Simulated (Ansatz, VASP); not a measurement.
# Cross-check of MgSi3C3O between VASP and Ansatz, part 2 of 2

Wanted: the spread between two codes on one cell, functional and k mesh. The cell is generated by rule, not measured, and may not be a known phase. The cell is taken from a series of runs on this material, whose earlier steps may have relaxed, scaled, displaced or heated it; both programs get it as it stands.

VASP 6.6.1 and Ansatz 0.2.0.

So far: The starting structure; VASP: relaxation of cell and atoms, LDA, pair 1.

The structure was built from a prototype and need not be the compound's stable phase.

**3. Ansatz: relaxation of cell and atoms, LDA, pair 1**

Level of this step: Ansatz beside VASP: Kohn-Sham DFT, plane waves, LDA (Ansatz).

Ansatz runs on its default PAW (the set named soft_2) files.

The same cell, functional (in two slightly different forms), mesh and smearing now go to Ansatz, which takes its cutoff from its data sets.

The input, input.yaml:

```yaml
crystal:
  lattice:
    - [3.1294900038, 0.0, 0.0]
    - [-1.5647450019, 2.7102178441, 0.0]
    - [0.0, 0.0, 10.5434652915]
  atoms:
    - { symbol: C, position: [0.3333333333, 0.6666666667, 0.1871007828] }
    - { symbol: C, position: [0.6666666667, 0.3333333333, 0.4260101893] }
    - { symbol: C, position: [0.3333333333, 0.6666666667, 0.6613961147] }
    - { symbol: Mg, position: [0.6666666667, 0.3333333333, 0.7578935253] }
    - { symbol: O, position: [0.6666666667, 0.3333333333, 0.963859172] }
    - { symbol: Si, position: [0.3333333333, 0.6666666667, 0.0134479378] }
    - { symbol: Si, position: [0.6666666667, 0.3333333333, 0.2506705356] }
    - { symbol: Si, position: [0.3333333333, 0.6666666667, 0.4896217428] }
kpoints:
  mp_grid: { grid: [12, 12, 4] }
hamiltonian:
  xc: lda
scf:
  occupations: { method: methfessel_paxton, width: 0.15 }
output:
  forces: true
  stress: true
  eigenvalues: true
relax:
  adjacent_minimum: "off"
  f_tol: 0.001
  max_steps: 60
  cell: { stress_tol: 0.01 }
```

Launch:

```sh
$ ansatz run input.yaml --threads 8 --pin off --max-ram 14336MiB --backend cpu --events-out ev --progress --plain --runs-dir out
```

Numbers of over 12 decimals in the logs are rounded to 6 here.

The log of the run:

```text
Engine: ansatz 0.2.0, aarch64-unknown-linux-gnu
Pseudopotentials: kind: paw
Pseudopotential: C, paw, valence charge 4, recommended cutoff 420 eV (normal), C.paw.azcp
Pseudopotential: Mg, paw, valence charge 10, recommended cutoff 420 eV (normal), Mg.paw.azcp
Pseudopotential: O, paw, valence charge 6, recommended cutoff 420 eV (normal), O.paw.azcp
Pseudopotential: Si, paw, valence charge 4, recommended cutoff 420 eV (normal), Si.paw.azcp
Functional definition: SPW92
  exchange = slater_x
  correlation = pw_c
Crystal: 8 atoms, lattice volume = 89.425 Å³
Basis set: ecut = 420 eV, 1739 PW (Γ)
Bands: 28, of which v1, the nominal top of the filled ones, is band 20 counted from 1 (19 counted from 0)
Symmetry: 6 space group operations
Space group: P3m1 (ITA 156), of the structure as read, at distance tolerance 4.5e-5 Å
k-points: 69 of 576 (time reversal used)
Non-local potential: C, projectors of the file, l = 0: 2, l = 1: 2, l = 2: 1
Non-local potential: Mg, projectors of the file, l = 0: 3, l = 1: 2, l = 2: 1
Non-local potential: O, projectors of the file, l = 0: 2, l = 1: 2, l = 2: 1
Non-local potential: Si, projectors of the file, l = 0: 2, l = 1: 2, l = 2: 2
PAW form: soft (Blöchl's): semilocal exchange-correlation on the pseudo side does not see the compensation charge
PAW frozen core: C, regenerated for the run's functional, and the local potential with it (the file was generated under x = pbe(κ = 0.804, μ = 0.219515), c = pbe(β = 0.066725))
PAW frozen core: Mg, regenerated for the run's functional, and the local potential with it (the file was generated under x = pbe(κ = 0.804, μ = 0.219515), c = pbe(β = 0.066725))
PAW frozen core: O, regenerated for the run's functional, and the local potential with it (the file was generated under x = pbe(κ = 0.804, μ = 0.219515), c = pbe(β = 0.066725))
PAW frozen core: Si, regenerated for the run's functional, and the local potential with it (the file was generated under x = pbe(κ = 0.804, μ = 0.219515), c = pbe(β = 0.066725))
PAW one-centre angular grid: C, 110 points (default); XC on 64 Gauss nodes
PAW one-centre angular grid: Mg, 110 points (default); XC on 64 Gauss nodes
PAW one-centre angular grid: O, 110 points (default); XC on 64 Gauss nodes
PAW one-centre angular grid: Si, 110 points (default); XC on 64 Gauss nodes
Initial density: superposition of atomic densities (neutral atoms: chi_scale 0, normalization atom), corrected by the library's trained network
Initial wavefunctions: pseudopotential atomic-orbital guess
Functional: x = slater, c = lda
SCF iter   1: F=—  HF=-5010.011707 eV  |F-HF|=—  |Δ(HF+E_count)|=         —  Δρ=1.30e-2  dr2=2.24e-1  ethr=1.77e-3  ⟨swp⟩=6.1  Hψ=9854  notcnv=0
preconditioner: auto → Kerker (q_TF=auto, 2.386 Å⁻¹)  [metal: Δε(μ)=0.040 eV  Ē_g=10.547 eV  σ=0.150 eV  W_gap=0.22  n_scr=14 (ndim 8)  ℏωp=21.5 eV  f_vac=0.000  D(μ)=2.35/eV (n_scr^D=6)]
SCF iter   2: F=—  HF=-5009.975634 eV  |F-HF|=—  |Δ(HF+E_count)|=   3.61e-2  S|Δr|=    0.00e0  Δρ=5.82e-3  dr2=7.48e-2  ethr=5.60e-4  ⟨swp⟩=1.0  Hψ=2484  notcnv=0
SCF iter   3: F=—  HF=-5009.962697 eV  |F-HF|=—  |Δ(HF+E_count)|=   1.29e-2  S|Δr|=    0.00e0  Δρ=1.58e-3  dr2=1.76e-2  ethr=1.87e-4  ⟨swp⟩=1.8  Hψ=2276  notcnv=0
SCF iter   4: F=—  HF=-5009.959980 eV  |F-HF|=—  |Δ(HF+E_count)|=   2.72e-3  S|Δr|=    0.00e0  Δρ=6.14e-4  dr2=3.87e-3  ethr=4.41e-5  ⟨swp⟩=1.5  Hψ=1819  notcnv=0
SCF iter   5: F=—  HF=-5009.959424 eV  |F-HF|=—  |Δ(HF+E_count)|=   5.56e-4  S|Δr|=    0.00e0  Δρ=3.49e-4  dr2=4.76e-4  ethr=9.66e-6  ⟨swp⟩=1.9  Hψ=1931  notcnv=0
SCF iter   6: F=—  HF=-5009.959341 eV  |F-HF|=—  |Δ(HF+E_count)|=   8.29e-5  S|Δr|=    0.00e0  Δρ=1.26e-4  dr2=5.87e-5  ethr=1.19e-6  ⟨swp⟩=2.5  Hψ=2974  notcnv=0
SCF iter   7: F=—  HF=-5009.959331 eV  |F-HF|=—  |Δ(HF+E_count)|=   1.03e-5  S|Δr|=    0.00e0  Δρ=3.96e-5  dr2=7.50e-6  ethr=1.47e-7  ⟨swp⟩=2.3  Hψ=3049  notcnv=0  defer=82
SCF iter   8: F=—  HF=-5009.959330 eV  |F-HF|=—  |Δ(HF+E_count)|=   1.34e-6  S|Δr|=    0.00e0  Δρ=1.34e-5  dr2=5.80e-7  ethr=1.88e-8  ⟨swp⟩=2.5  Hψ=2375  notcnv=0  defer=86
SCF iter   9: F=—  HF=-5009.959329 eV  |F-HF|=—  |Δ(HF+E_count)|=   1.12e-7  S|Δr|=    0.00e0  Δρ=4.97e-6  dr2=1.25e-7  ethr=2.50e-10  ⟨swp⟩=10.1  Hψ=9251  notcnv=0
SCF iter  10: F=-5009.959329 eV  HF=-5009.959329 eV  |F-HF|=2.06e-8  |Δ(HF+E_count)|=   2.18e-8  S|Δr|=    0.00e0  Δρ=2.07e-6  dr2=2.21e-8  ethr=2.50e-10  ⟨swp⟩=4.0  Hψ=5847  notcnv=0
SCF 1 converged in 10 iterations: F = -5009.959329 eV  dr2 = 2.21e-8
  greatest PAW one-centre occupation: 1.001 electrons in one spin orbital (limit 2), on the Mg atom at site 3 (counted from 0), in its partial waves of l = 1
[...]
SCF iter   6: F=-5009.959344 eV  HF=-5009.959344 eV  |F-HF|=1.46e-9  |Δ(HF+E_count)|=   4.45e-9  S|Δr|=    0.00e0  Δρ=6.97e-7  dr2=1.72e-9  ethr=6.08e-12  ⟨swp⟩=3.9  Hψ=7290  notcnv=0
SCF 3 converged in 6 iterations: F = -5009.959344 eV  dr2 = 1.72e-9
relax step   3: F+E_penalty+E_count = -5009.95934408 eV  Δ(F+E_penalty+E_count) = -4.586e-6 eV  max|allowed force component| = 2.398e-3 eV/Å  Δτ_max = 0.0007 Å  P = -0.000 GPa  Ω = 89.424 Å³  energy of the carried Pulay correction = +5.087e-6 eV  (6 SCF iters, dr2 threshold 2.43e-9 eV, accepted)
[...]
relax step   4: F+E_penalty+E_count = -5009.95934797 eV  Δ(F+E_penalty+E_count) = -3.885e-6 eV  max|allowed force component| = 3.545e-4 eV/Å  Δτ_max = 0.0002 Å  P = -0.001 GPa  Ω = 89.422 Å³  energy of the carried Pulay correction = +8.646e-6 eV  (5 SCF iters, dr2 threshold 3.59e-10 eV, accepted)
[...]
relax step   5: F+E_penalty+E_count = -5009.95935748 eV  Δ(F+E_penalty+E_count) = -9.513e-6 eV  max|allowed force component| = 3.662e-4 eV/Å  Δτ_max = 0.0000 Å  P = -0.002 GPa  Ω = 89.422 Å³  stress off target by 5.67e-3 GPa  SCF on the basis re-selected at this cell (its energy is not comparable with the rows above)  (9 SCF iters)
basis re-selected at this cell: Δ(F+E_penalty+E_count) = -9.513e-6 eV, ΔP = -0.000 GPa vs the last step (what re-selecting the basis moved, of the pressure what is left beyond the Pulay correction that the steps carried, after the strain that the cell walked since its last selection, with what the two solves' SCF thresholds leave and, on support functions, any second-order correction that the steps lacked; it is no m [...]
SCF converged after 9 iterations
Stability not checked: this state was not tested for a lower state beside it, because cold or Methfessel-Paxton smearing, or corrected tetrahedra, fill the levels in a way that the test cannot read (fill_not_monotonic; see scf.lower_state_search)
Free energy (F): -5009.959357 eV
Harris-Foulkes:  -5009.959357 eV  (|F-HF|=3.64e-12)
Internal energy: -5009.959747 eV  (E = F + TS)
E sigma→0 (E₀):  -5009.959455 eV
Entropy (-TS):   0.000390 eV (0.049 meV/atom)
Fermi energy:    9.506913 eV
--- Per-component energies (eV) ---
  E_band       = -264.700856
  E_kinetic    = 652.717256
  E_local      = -2568.699832  (includes V_loc(G=0)·N_el)
  E_nonlocal   = 307.521451
  E_hartree    = 946.818572
  E_xc         = -414.241456
  E_vxc        = -457.228220  (∫ρ·V_xc dr)
  E_paw        = -2149.368173  (= ΣΔE_a)
  E_vpaw       = -92.651074  (= ΣTr[D̂ρ^β])
  E_aug_tail   = 0.002448  (compensation charges beyond the density's cutoff)
  E_ewald      = -1785.398905
  E_core_change = 0.688891  (= ΣΔE_core)
  E_smearing   = 0.000390  (= −TS)
  E_closure    = 0.000000  (closes the sum)
  Σ components = -5009.959357   (vs F -5009.959357, Δ=0.00e0)
--- Forces (eV/Å), atoms counted from 1 ---
  atom   1  C      0.00000000     0.00000000     0.00016249
  atom   2  C     -0.00000000    -0.00000000    -0.00027780
  atom   3  C      0.00000000    -0.00000000    -0.00029724
  atom   4  Mg     0.00000000    -0.00000000     0.00005523
  atom   5  O      0.00000000     0.00000000     0.00036996
  atom   6  Si    -0.00000000    -0.00000000    -0.00013185
  atom   7  Si    -0.00000000    -0.00000000     0.00009940
  atom   8  Si     0.00000000     0.00000000     0.00005017
  max |Σ_I F_I| component: 3.04e-5 eV/Å
--- Stress (GPa, compression-positive) ---
       -0.005148       0.000000      -0.000000
        0.000000      -0.005148      -0.000000
       -0.000000      -0.000000       0.005666
  P = ⅓ Tr σ = -0.0015 GPa (-0.015 kbar)
--- Band table (eV; the first three rows and the last of 69) ---
  k-point 0: bands = [... 16 lower, 7.6268, 8.1085, 8.1085, 10.5334, 10.5334, 12.6648, 13.3329, 13.9158, ... 4 higher]
  k-point 1: bands = [... 16 lower, 8.0593, 8.1083, 8.1083, 10.5344, 10.5344, 12.6156, 13.2116, 13.9046, ... 4 higher]
  k-point 2: bands = [... 16 lower, 8.1081, 8.1081, 8.3189, 10.5355, 10.5355, 12.5488, 13.1232, 13.8937, ... 4 higher]
  k-point 68: bands = [... 16 lower, 5.1449, 6.7008, 6.8601, 7.6108, 10.7140, 11.6042, 12.6303, 13.4279, ... 4 higher]
--- Relaxed structure (4 steps of the walk, 4 accepted, 1 SCFs on fresh bases) ---
  F+E_penalty+E_count = -5009.95935748 eV   max|allowed force component| = 3.662e-4 eV/Å   (the final SCF, on the basis selected at the relaxed cell)
  cell:  # Å, volume = 89.4223 Å³
    - [3.129191, 0, 0]
    - [-1.564596, 2.709959, 0]
    - [0, 0, 10.545109]
  atoms:
    - { symbol: C, position: [0.333333, 0.666667, 0.187098] }
    - { symbol: C, position: [0.666667, 0.333333, 0.425989] }
    - { symbol: C, position: [0.333333, 0.666667, 0.661358] }
    - { symbol: Mg, position: [0.666667, 0.333333, 0.758001] }
    - { symbol: O, position: [0.666667, 0.333333, 0.963871] }
    - { symbol: Si, position: [0.333333, 0.666667, 0.013457] }
    - { symbol: Si, position: [0.666667, 0.333333, 0.250651] }
    - { symbol: Si, position: [0.333333, 0.666667, 0.489575] }
```

The column dr2 measures how far the density is from self-consistency, as an energy; F and HF (Harris–Foulkes) agree once it is small.

**4. Side by side**

Known differences besides the potentials themselves: the two LDA forms differ slightly; the data sets hold 40 valence electrons in Ansatz (on its default PAW (the set named soft_2) files) and 32 in VASP; the cutoff is 420 eV in Ansatz and 600 eV in VASP; VASP's log shows a relativistic correction to its local exchange, Ansatz's none; Ansatz adds a Pulay correction to the stress that steers its cell, VASP none. Total energies have different zeros and are not compared.

Both answers:

```
                                         quantity  Ansatz    VASP  difference
                                      volume (Å³)   89.42   89.32     +0.12 %
edge a after relaxation, in the typed setting (Å)   3.129   3.130     -0.02 %
edge c after relaxation, in the typed setting (Å)  10.545  10.530     +0.15 %
```

**5. VASP: relaxation of cell and atoms, LDA, pair 2**

The relaxed volume is the usual yardstick between codes: in a stiff, nearly cubic crystal its relative difference is about their pressure difference at one cell divided by the bulk modulus.

The input, INCAR:

```
SYSTEM = MgSi3C3O
PREC = Accurate
ENCUT = 600
EDIFF = 1E-07
NELM = 120
ISMEAR = 0
SIGMA = 0.1
LREAL = .FALSE.
ALGO = Normal
GGA = CA
NBANDS = 24
LORBIT = 11
LWAVE = .FALSE.
LCHARG = .FALSE.
ISIF = 3
IBRION = 2
NSW = 80
EDIFFG = -0.005
LASPH = .TRUE.
GGA_COMPAT = .FALSE.
NELMIN = 4
KPAR = 2
```

The input, POSCAR:

```
MgSi3C3O
1.0
    3.1282720000      0.0000000000      0.0000000000
   -1.5641360000      2.7091630000      0.0000000000
    0.0000000000      0.0000000000     10.5300640000
C Mg O Si
3 1 1 3
Direct
    0.3333333949      0.6666667897      0.1868902221
    0.6666666051      0.3333332103      0.4260476480
    0.3333333949      0.6666667897      0.6617141168
    0.6666666051      0.3333332103      0.7583499967
    0.6666666051      0.3333332103      0.9637046840
    0.3333333949      0.6666667897      0.0131223324
    0.6666666051      0.3333332103      0.2505853716
    0.3333333949      0.6666667897      0.4895857233
```

The input, KPOINTS:

```
Automatic mesh
0
Gamma
12 12 4
0 0 0
```

The projector-augmented-wave data sets are C, Mg, O and Si (LDA family, release 64).

Launch:

```sh
$ mpirun -np 2 vasp_std
```

The log of the run:

```text
[... set-up lines as in an earlier step ...]
 entering main loop
       N       E                     dE             d eps       ncg     rms          rms(c)
DAV:   1     0.106281972994E+03    0.10628E+03   -0.15872E+04  3312   0.133E+03
DAV:   2    -0.571109554668E+02   -0.16339E+03   -0.15275E+03  4400   0.228E+02
DAV:   3    -0.668501769694E+02   -0.97392E+01   -0.96457E+01  4408   0.553E+01
DAV:   4    -0.669902524565E+02   -0.14008E+00   -0.13996E+00  4152   0.760E+00
[...]
DAV:  15    -0.566071523981E+02    0.33546E-06   -0.41011E-06  4400   0.174E-02    0.337E-03
DAV:  16    -0.566071520503E+02    0.34779E-06   -0.11180E-06  4320   0.854E-03    0.100E-03
DAV:  17    -0.566071520533E+02   -0.30332E-08   -0.12296E-07  2624   0.222E-03
   1 F= -.56607152E+02 E0= -.56601637E+02  d E =-.566072E+02
[... from here on, the cycles between the ionic steps are left out ...]
   2 F= -.56607426E+02 E0= -.56601919E+02  d E =-.273588E-03
   3 F= -.56607517E+02 E0= -.56602008E+02  d E =-.365332E-03
   4 F= -.56607656E+02 E0= -.56602149E+02  d E =-.138521E-03
   5 F= -.56607665E+02 E0= -.56602159E+02  d E =-.148025E-03
   6 F= -.56607730E+02 E0= -.56602225E+02  d E =-.641037E-04
   7 F= -.56607731E+02 E0= -.56602226E+02  d E =-.658389E-04
   8 F= -.56607752E+02 E0= -.56602246E+02  d E =-.209489E-04
   9 F= -.56607753E+02 E0= -.56602248E+02  d E =-.222186E-04
  10 F= -.56607767E+02 E0= -.56602251E+02  d E =-.133882E-04
 trial-energy change:   -0.000013  1 .order   -0.000013   -0.000021   -0.000005
 step:   0.8645(harm=  0.8645)  dis= 0.00070  next Energy=   -56.607768 (dE=-0.144E-04)
 reached required accuracy - stopping structural energy minimisation
```

OUTCAR, selected parts (step 5):

```text
  Total        0.0114668      0.0114668     -0.0179023      0.0000000      0.0000000      0.0000000
  in kB        0.2056829      0.2056829     -0.3211193      0.0000000      0.0000000      0.0000000
  external PRESSURE =       0.0300822 kB  Pullay stress =       0.0000000 kB

 POSITION                                       TOTAL-FORCE (eV/Angst)
 -----------------------------------------------------------------------------------
      0.00000      1.80696      1.96741         0.000000     -0.000000      0.000756
      1.56487      0.90348      4.48829        -0.000000     -0.000000     -0.003001
      0.00000      1.80696      6.96997        -0.000000     -0.000000      0.001706
      1.56487      0.90348      7.98845         0.000000     -0.000000      0.001791
      1.56487      0.90348     10.13816         0.000000      0.000000      0.000852
      0.00000      1.80696      0.13563         0.000000     -0.000000     -0.000874
      1.56487      0.90348      2.63836         0.000000      0.000000     -0.000756
      0.00000      1.80696      5.15919        -0.000000     -0.000000     -0.000474
 -----------------------------------------------------------------------------------
    total drift:                                0.000000      0.000294      0.000283

  FREE ENERGIE OF THE ION-ELECTRON SYSTEM (eV)
  ---------------------------------------------------
  free  energy   TOTEN  =       -56.6077668563 eV

  energy  without entropy=      -56.5967360183  energy(sigma->0) =      -56.60225144

[... 2 parts as in an earlier step ...]

[... 2 further parts left out ...]
[key lines of the parts left out:]
E-fermi :   7.6811
```

**6. Ansatz: relaxation of cell and atoms, LDA, pair 2**

The same cell, functional (in two slightly different forms), mesh and smearing now go to Ansatz, which takes its cutoff from its data sets.

The cell is taken from a series of runs on this material, whose earlier steps may have relaxed, scaled, displaced or heated it; both programs get it as it stands.

The input, input.yaml:

```yaml
crystal:
  lattice:
    - [3.1282723354, 0.0, 0.0]
    - [-1.5641361677, 2.7091633124, 0.0]
    - [0.0, 0.0, 10.5300644104]
  atoms:
    - { symbol: C, position: [0.3333333333, 0.6666666667, 0.1868902295] }
    - { symbol: C, position: [0.6666666667, 0.3333333333, 0.4260476381] }
    - { symbol: C, position: [0.3333333333, 0.6666666667, 0.6617141198] }
    - { symbol: Mg, position: [0.6666666667, 0.3333333333, 0.7583500077] }
    - { symbol: O, position: [0.6666666667, 0.3333333333, 0.9637046005] }
    - { symbol: Si, position: [0.3333333333, 0.6666666667, 0.0131223517] }
    - { symbol: Si, position: [0.6666666667, 0.3333333333, 0.2505853608] }
    - { symbol: Si, position: [0.3333333333, 0.6666666667, 0.489585692] }
kpoints:
  mp_grid: { grid: [12, 12, 4] }
hamiltonian:
  xc: lda
scf:
  occupations: { method: gaussian, width: 0.1 }
output:
  forces: true
  stress: true
  eigenvalues: true
  write_density: true
  write_potential: true
  elf: true
  volumetric_format: npy
relax:
  adjacent_minimum: "off"
  f_tol: 0.005
  max_steps: 80
  cell: { stress_tol: 0.05 }
```

Launch:

```sh
$ ansatz run input.yaml --threads 8 --pin off --max-ram 14336MiB --backend cpu --events-out ev --progress --plain --runs-dir out
```

The log of the run:

```text
[...]
Crystal: 8 atoms, lattice volume = 89.242 Å³
Basis set: ecut = 420 eV, 1739 PW (Γ)
Bands: 28, of which v1, the nominal top of the filled ones, is band 20 counted from 1 (19 counted from 0)
Symmetry: 6 space group operations
[...]
k-points: 69 of 576 (time reversal used)
[...]
atoms:
    - { symbol: C, position: [0.333333, 0.666667, 0.187101] }
    - { symbol: C, position: [0.666667, 0.333333, 0.426010] }
    - { symbol: C, position: [0.333333, 0.666667, 0.661396] }
    - { symbol: Mg, position: [0.666667, 0.333333, 0.757894] }
    - { symbol: O, position: [0.666667, 0.333333, 0.963859] }
    - { symbol: Si, position: [0.333333, 0.666667, 0.013448] }
    - { symbol: Si, position: [0.666667, 0.333333, 0.250671] }
    - { symbol: Si, position: [0.333333, 0.666667, 0.489622] }
[key lines of the parts left out:]
SCF converged after 9 iterations
Free energy (F): -5009.965186 eV
Fermi energy:    9.508601 eV
P = ⅓ Tr σ = 0.0109 GPa (0.109 kbar)
```

**7. Side by side**

What differs besides the data sets and the points named for the pairs above, as far as they apply: the data sets hold 40 valence electrons in Ansatz (on its default PAW (the set named soft_2) files) and 32 in VASP. Total energies have different zeros and are not compared.

The two programs side by side:

```
                                         quantity  Ansatz    VASP  difference
                                      volume (Å³)   89.43   89.32     +0.12 %
edge a after relaxation, in the typed setting (Å)   3.130   3.130     -0.01 %
edge c after relaxation, in the typed setting (Å)  10.543  10.530     +0.13 %
```

**8. Summary of results**

```
difference in edge c after relaxation, in the typed setting (relaxation of cell and atoms, LDA, pair 1) : 0.15 %
difference in edge c after relaxation, in the typed setting (relaxation of cell and atoms, LDA, pair 2) : 0.13 %
```

In words: The difference in edge c after relaxation, in the typed setting is 0.15 % (relaxation of cell and atoms, LDA, pair 1), within the 1.2 % picked in this series as the mark of a large difference, as far as the stopping tolerances let one tell. The data sets hold unlike numbers of valence electrons (40 in Ansatz and 32 in VASP), so part of the differences comes from the potentials. 1 further run of this series is not shown here. How closely two codes agree says nothing of how well the functional describes the real material.

[Lines on the potential files, build, host, timing and source positions are cut from VASP's logs without a mark.]

[Logs are printed without paths, hosts, clocks, repeated set-up lines and the standing remarks that a program may print on its own settings, such as how far it seeks lower states.]

[Hosts, paths, dates, database ids (printed as entryN), source tags and the programs' standing remarks are cut or masked in the printed files.]
